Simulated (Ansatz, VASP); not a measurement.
# ZnS (Wurtzite-2H) in two plane-wave programs, part 2 of 2

Wanted: the spread between two codes on one cell, functional and k mesh. Of the first pair: The structure shown is the end of the Ansatz relaxation below.

VASP 6.6.1 and Ansatz 0.2.0.

So far. Step 3 (VASP: single point, PBE with D3(BJ)): The run ends at a pressure of -0.95 GPa, with forces up to 4.0e-4 eV/Å.

**5. VASP: zone-centre phonons, PBE with D3(BJ)**

Level of this step: PBE with D3(BJ); plane waves and PAW (Zn, S) (VASP).

Second derivatives magnify differences that forces hide, and they need a tight electronic threshold. The cell compared in this pair holds 76.60 Å³, against 78.93 Å³ for the pair before.

File INCAR:

```
SYSTEM = ZnS
PREC = Accurate
ENCUT = 500
EDIFF = 1E-08
NELM = 120
ISMEAR = 0
SIGMA = 0.01
LREAL = .FALSE.
ALGO = Normal
GGA = PE
IVDW = 12
NBANDS = 24
LORBIT = 11
LWAVE = .FALSE.
LCHARG = .FALSE.
ISIF = 2
IBRION = 6
NFREE = 2
POTIM = 0.015
NSW = 1
LASPH = .TRUE.
GGA_COMPAT = .FALSE.
EFERMI = MIDGAP
KPAR = 2
```

File POSCAR:

```
ZnS
1.0
    3.7751571108      0.0000000000      0.0000000000
   -1.8875785554      3.2693819612      0.0000000000
    0.0000000000      0.0000000000      6.2061095405
Zn S
2 2
Direct
    0.3333333334      0.6666666668      0.0006864632
    0.6666666668      0.3333333334      0.5006864632
    0.3333333334      0.6666666668      0.3743135368
    0.6666666668      0.3333333334      0.8743135368
```

File KPOINTS:

```
Automatic mesh
0
Gamma
9 9 4
0 0 0
```

Potentials, in the order of the species: Zn and S (PBE family, release 64).

On the command line:

```
$ mpirun -np 2 vasp_std
```

Numbers of over 12 decimals in the logs are rounded to 6 here.

The log of the run:

```text
[... set-up lines as in an earlier step ...]
 entering main loop
       N       E                     dE             d eps       ncg     rms          rms(c)
DAV:   1     0.234628078240E+03    0.23463E+03   -0.17081E+04  1728   0.177E+03
DAV:   2     0.694821975135E+01   -0.22768E+03   -0.21970E+03  1840   0.366E+02
DAV:   3    -0.140638769421E+02   -0.21012E+02   -0.20902E+02  2168   0.111E+02
DAV:   4    -0.144890736490E+02   -0.42520E+00   -0.42493E+00  1976   0.164E+01
[...]
DAV:  14    -0.136378722859E+02   -0.19836E-06   -0.45984E-07  2120   0.123E-02    0.594E-04
DAV:  15    -0.136378723625E+02   -0.76650E-07   -0.10411E-07  2056   0.379E-03    0.764E-04
DAV:  16    -0.136378723658E+02   -0.32633E-08   -0.11402E-08  1504   0.110E-03
   1 F= -.14909505E+02 E0= -.14909505E+02  d E =0.000000E+00
[... from here on, the cycles between the ionic steps are left out ...]
   2 F= -.14908792E+02 E0= -.14908792E+02  d E =0.000000E+00
   3 F= -.14908792E+02 E0= -.14908792E+02  d E =0.000000E+00
   4 F= -.14908566E+02 E0= -.14908566E+02  d E =0.000000E+00
   5 F= -.14908579E+02 E0= -.14908579E+02  d E =0.000000E+00
   6 F= -.14908700E+02 E0= -.14908700E+02  d E =0.000000E+00
   7 F= -.14908700E+02 E0= -.14908700E+02  d E =0.000000E+00
   8 F= -.14908382E+02 E0= -.14908382E+02  d E =0.000000E+00
   9 F= -.14908357E+02 E0= -.14908357E+02  d E =0.000000E+00
 Finite differences progress:
  Degree of freedom:   4/  4
  Displacement:        2/  2
  Total:               8/  8
```

From OUTCAR (step 5):

```text
 Edisp (eV)   -1.27157

 Edisp (eV)   -1.27169

  Total       0.58346     0.58346     0.77067    -0.00000     0.00000     0.00000
  in kB      12.20389    12.20389    16.11982    -0.00000     0.00000     0.00000
  external pressure =       13.51 kB  Pullay stress =        0.00 kB

 POSITION                                       TOTAL-FORCE (eV/Angst)
 -----------------------------------------------------------------------------------
      0.00000      2.17959      0.00426        -0.000000      0.000000     -0.071515
      1.88758      1.08979      3.10732         0.000000     -0.000000     -0.027005
      0.00000      2.17959      2.30803         0.000000      0.000000      0.154240
      1.88758      1.08979      5.42609         0.000000      0.000000     -0.055720
 -----------------------------------------------------------------------------------
    total drift:                               -0.000001     -0.000001      0.001264

  FREE ENERGIE OF THE ION-ELECTRON SYSTEM (eV)
  ---------------------------------------------------
  free  energy   TOTEN  =       -14.9083566342 eV

  energy  without entropy=      -14.9083566342  energy(sigma->0) =      -14.90835663

[... 1 part as in an earlier step ...]

[... 2 further parts left out ...]
[key lines of the parts left out:]
E-fermi :   3.5696
```

Levels, forces or a CONTCAR printed for this step are those of its last displaced cell, not of the structure at rest.

**6. Ansatz: zone-centre phonons, PBE with D3(BJ)**

The same cell, functional and mesh now go to Ansatz, which takes its cutoff from its data sets.

The cell is taken from a series of runs on this material, whose earlier steps may have relaxed, scaled, displaced or heated it; both programs get it as it stands.

File input.yaml:

```yaml
crystal:
  lattice:
    - [3.7751571108, 0.0, 0.0]
    - [-1.8875785554, 3.2693819612, 0.0]
    - [0.0, 0.0, 6.2061095405]
  atoms:
    - { symbol: Zn, position: [0.3333333333, 0.6666666667, 0.0006864632] }
    - { symbol: Zn, position: [0.6666666667, 0.3333333333, 0.5006864632] }
    - { symbol: S, position: [0.3333333333, 0.6666666667, 0.3743135368] }
    - { symbol: S, position: [0.6666666667, 0.3333333333, 0.8743135368] }
kpoints:
  mp_grid: { grid: [9, 9, 4] }
hamiltonian:
  xc: pbe
  dispersion: d3bj
  pseudopotentials: { kind: paw, azcp: { folder: soft_1 } }
scf:
  occupations: { method: fixed }
output:
  eigenvalues: true
phonons:
  method: dfpt
  dielectric: true
  rigid_motions: translations
```

On the command line:

```
$ ansatz run input.yaml --threads 4 --pin off --max-ram 15360MiB --backend cpu --events-out ev --progress --plain --runs-dir out
```

The log of the run:

```text
[...]
Crystal: 4 atoms, lattice volume = 76.598 Å³
Basis set: ecut = 420 eV, 1521 PW (Γ), exchange–correlation on 54×54×96 points (8 copies of the dense FFT grid, shifted against one another)
Bands: 22, of which v1, the nominal top of the filled ones, is band 18 counted from 1 (17 counted from 0)
Symmetry: 12 space group operations
k-points: 95 of 324 (irreducible under 2 space group operations, time reversal used)
[...]
optical modes at Γ + LO–TO along q̂ = [1.0000, 0.0000, 0.0000]:
      ω (cm⁻¹)  modes    IR ((D/Å)²/amu)
[...]
optical modes at Γ + LO–TO along q̂ = [0.0000, 1.0000, 0.0000]:
      ω (cm⁻¹)  modes    IR ((D/Å)²/amu)
[...]
optical modes at Γ + LO–TO along q̂ = [0.0000, 0.0000, 1.0000]:
      ω (cm⁻¹)  modes    IR ((D/Å)²/amu)
[...]
286.95      2            15.2795
        294.70      2             0.0000
        346.07      1             0.0000
        347.25      1             8.5132
[key lines of the parts left out:]
SCF converged after 11 iterations
Free energy (F): -8446.682236 eV
Fermi energy:    6.186050 eV
```

**7. Comparison**

What differs besides the data sets and the points named for the pairs above, as far as they apply: Ansatz takes the dispersion share of the force constants at frozen C6 weights, VASP differentiates the full forces; VASP uses finite displacements, Ansatz perturbation theory. Total energies have different zeros and are not compared.

Compared:

```csv
quantity,Ansatz,VASP,difference
optical mode 1 to 2 (cm⁻¹),65.3,63.7,+2.49 %
optical mode 3 (cm⁻¹),197.6,197.7,-0.05 %
optical mode 4 (cm⁻¹),283.9,284.7,-0.26 %
optical mode 5 to 6 (cm⁻¹),286.9,287.7,-0.26 %
optical mode 7 to 8 (cm⁻¹),294.7,295.5,-0.26 %
optical mode 9 (cm⁻¹),346.1,346.8,-0.22 %
```

Modes are paired by rising frequency, not by their patterns, so a pair may set unlike modes beside each other; they are those without the splitting of longitudinal modes.

**8. Results**

```
difference in gap on the k mesh (single point, PBE with D3(BJ))                                                               : -0.0085 eV
r.m.s. difference of the optical zone-centre modes, each program's sorted by frequency (zone-centre phonons, PBE with D3(BJ)) : 0.97 cm⁻¹
difference in optical mode 1 to 2 (zone-centre phonons, PBE with D3(BJ))                                                      : +2.5 %
```

**Reading.** The difference in gap on the k mesh is -0.0085 eV (single point, PBE with D3(BJ)), within the 0.08 eV picked in this series as the mark of a large difference. Among the rows given in per cent, the largest difference of the zone-centre phonons, PBE with D3(BJ) pair is in optical mode 1 to 2, +2.5 %. Such differences can come from data sets, numerical settings and the points named under the comparisons, not from the functional's error against experiment.

[Lines on the potential files, build, host, timing and source positions are cut from VASP's logs without a mark.]

[Logs are printed without paths, hosts, clocks, repeated set-up lines and the standing remarks that a program may print on its own settings, such as how far it seeks lower states.]

[Hosts, paths, dates, database ids (printed as entryN), source tags and the programs' standing remarks are cut or masked in the printed files.]
